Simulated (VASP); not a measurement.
```
CELL_PARAMETERS angstrom
      0.00000     2.87450     2.87450
      2.87450     0.00000     2.87450
      2.87450     2.87450     0.00000
ATOMIC_POSITIONS crystal
  Hf 0.00000 0.00000 0.00000
  Te 0.50000 0.50000 0.50000
```

These are PBEsol GGA, VASP's PBE PAW potentials (set 64) (plane waves; VASP) values and carry that method's errors. Settings: 400 eV cut-off, Gaussian smearing of 0.050 eV, potentials Hf_pv Te.

Question: Give the energies of bands 5 to 11 at the high-symmetry points, in eV from the Fermi level.

Answer: 
```
band      Γ      X      U      L      W
----  -----  -----  -----  -----  -----
5     -2.10  -6.12  -5.99  -7.82  -5.59
6     -2.10  -3.74  -5.85  -4.83  -5.53
7     -2.10  -3.74  -4.37  -4.83  -5.53
8     -1.11  -2.88  -1.36   1.05   0.20
9     -1.11  -0.23   1.16   1.05   0.27
10    -1.11   0.51   1.37   1.06   0.27
11    -0.48   1.90   1.83   1.55   1.91
```

It has no gap at this level: it comes out as a metal or semimetal.

The structure was generated: HfTe was put into the rock salt type (Fm-3m), which need not be its known phase. It was relaxed first, which changed the volume by -39 %. VASP warned that the highest band is occupied, so more bands are needed.
